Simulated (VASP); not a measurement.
Energy against volume of Ge (diamond). Method: optB88-vdW, VASP's PBE PAW potentials (set 64) (plane waves; VASP).

```
V (Å³/atom)  E (eV/atom)
-----------  -----------
22.293          -1.08005
23.005          -1.09416
23.716          -1.09880
24.428          -1.09543
25.139          -1.08551
```

### Question
Fit a third-order Birch-Murnaghan equation of state.

### Answer

| Item | Result |
|---|---|
| volume per atom | 23.75 Å³/atom |
| bulk modulus | 58.9 GPa |
| pressure derivative of the bulk modulus | 5.09 |
| lattice constant a | 0.5749 nm |

Measured: bulk modulus 77.3 GPa at 0 K (computed value off by -23.8 %), as given by Tanner et al., (2021), arXiv:2110.11888 [low-temperature value with the zero-point effect removed]; a 5.644 Å at 0 K (computed value off by +1.9 %), as given by Daniel Mejia-Rodriguez et al., Physical Review B (2018), arXiv:1807.09216 [static lattice: zero-point anharmonic expansion removed].

The compound is Ge in the diamond structure. It was relaxed first.
